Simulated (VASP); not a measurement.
All values below come from r2SCAN meta-GGA, VASP's PBE PAW potentials (set 64) (plane waves; VASP).

A VASP calculation is set up with these files.

### POSCAR
```
Eu
1.0
 -2.2261236628   2.2261236628   2.1593399529
  2.2261236628  -2.2261236628   2.1593399529
  2.2261236628   2.2261236628  -2.1593399529
Eu
1
direct
  0.0000000000   0.0000000000   0.0000000000
```

INCAR:
```
SYSTEM=Eu
PREC=Accurate; ENCUT=480; LREAL=.False.
LASPH=.True.
EDIFF=1E-7; NELM=100; ALGO=Normal
LMAXMIX=6; LMIXTAU=.True.
ISMEAR=1; SIGMA=0.1
METAGGA=R2SCAN
ISIF=2
LWAVE=.False.; LCHARG=.False.
```

**KPOINTS**
```
K-points
0
gamma
10 10 10
0 0 0
```

POTCAR, in this order: Eu_2 (PBE.64 set). Program: vasp_std.

What VASP printed:

**OSZICAR**
```
       N       E                     dE             d eps       ncg     rms          rms(c)
DAV:   1    -0.159607678038E+02   -0.15961E+02   -0.38877E+03  1648   0.819E+02
DAV:   2    -0.273967521339E+02   -0.11436E+02   -0.11305E+02  2296   0.113E+02
DAV:   3    -0.276022632193E+02   -0.20551E+00   -0.19492E+00  2304   0.108E+01
DAV:   4    -0.276050529839E+02   -0.27898E-02   -0.27897E-02  2424   0.137E+00
DAV:   5    -0.276050636475E+02   -0.10664E-04   -0.10664E-04  2456   0.896E-02    0.840E+00
DAV:   6    -0.270303866338E+02    0.57468E+00   -0.39021E-01  2192   0.704E+00    0.453E+00
DAV:   7    -0.271913234175E+02   -0.16094E+00   -0.11887E-01  2448   0.406E+00    0.652E-01
DAV:   8    -0.270775441765E+02    0.11378E+00   -0.74622E-02  2432   0.321E+00    0.810E-02
DAV:   9    -0.271697987823E+02   -0.92255E-01   -0.20773E-02  1640   0.168E+00    0.711E-02
DAV:  10    -0.271695262079E+02    0.27257E-03   -0.24143E-04  3104   0.177E-01    0.715E-02
DAV:  11    -0.271651798625E+02    0.43463E-02   -0.63205E-05  1864   0.906E-02    0.737E-02
DAV:  12    -0.271785632735E+02   -0.13383E-01   -0.13737E-03  2440   0.329E-01    0.237E-01
DAV:  13    -0.271785000470E+02    0.63226E-04   -0.16383E-04  2888   0.114E-01    0.260E-01
DAV:  14    -0.271567859076E+02    0.21714E-01   -0.13980E-02  2576   0.979E-01    0.228E-01
DAV:  15    -0.271448436843E+02    0.11942E-01   -0.37926E-03  1632   0.648E-01    0.234E-01
DAV:  16    -0.271458562046E+02   -0.10125E-02   -0.37540E-04  2192   0.182E-01    0.199E-01
DAV:  17    -0.271439229195E+02    0.19333E-02   -0.23846E-03  2440   0.446E-01    0.101E-01
DAV:  18    -0.271437813917E+02    0.14153E-03   -0.47243E-04  2648   0.187E-01    0.372E-02
DAV:  19    -0.271436639094E+02    0.11748E-03   -0.79916E-05  2512   0.863E-02    0.118E-02
DAV:  20    -0.271436489996E+02    0.14910E-04   -0.63083E-06  2040   0.274E-02    0.468E-03
DAV:  21    -0.271436505408E+02   -0.15412E-05   -0.14320E-06  2184   0.191E-02    0.494E-03
DAV:  22    -0.271436524819E+02   -0.19411E-05   -0.27493E-06  2520   0.165E-02    0.155E-03
DAV:  23    -0.271436532351E+02   -0.75329E-06   -0.19203E-07  2104   0.562E-03    0.362E-04
DAV:  24    -0.271436531430E+02    0.92142E-07   -0.25151E-09   920   0.710E-04
   1 F= -.27143653E+02 E0= -.27143355E+02  d E =-.895006E-03
```

File OUTCAR:
```
------------------------ aborting loop because EDIFF is reached ----------------------------------------
  FORCE on cell =-STRESS in cart. coord.  units (eV):
  Direction    XX          YY          ZZ          XY          YZ          ZX
  --------------------------------------------------------------------------------------
  Total        0.0771686      0.0771686      0.1848611      0.0000000      0.0000000      0.0000000
  in kB        2.8884958      2.8884958      6.9195280      0.0000000      0.0000000      0.0000000
  external PRESSURE =       4.2321732 kB  Pullay stress =       0.0000000 kB
  volume of cell :       42.80
      direct lattice vectors                 reciprocal lattice vectors
    -2.226123663  2.226123663  2.159339953     0.000000000  0.224605671  0.231552239
     2.226123663 -2.226123663  2.159339953     0.224605671  0.000000000  0.231552239
     2.226123663  2.226123663 -2.159339953     0.224605671  0.224605671  0.000000000
 POSITION                                       TOTAL-FORCE (eV/Angst)
 -----------------------------------------------------------------------------------
      0.00000      0.00000      0.00000         0.000000      0.000000      0.000000
 -----------------------------------------------------------------------------------
    total drift:                                0.000000      0.000000      0.000000
  FREE ENERGIE OF THE ION-ELECTRON SYSTEM (eV)
  ---------------------------------------------------
  free  energy   TOTEN  =       -27.1436531430 eV

  energy  without entropy=      -27.1427581366  energy(sigma->0) =      -27.14335481
```
(Selected blocks of OUTCAR.)

The 4f electrons are frozen in the core of the lanthanide potential, so 4f levels, which can set the real gap, and their magnetism are missing.

The compound is Eu in the bcc structure. This cell was strained or had an atom moved on purpose.
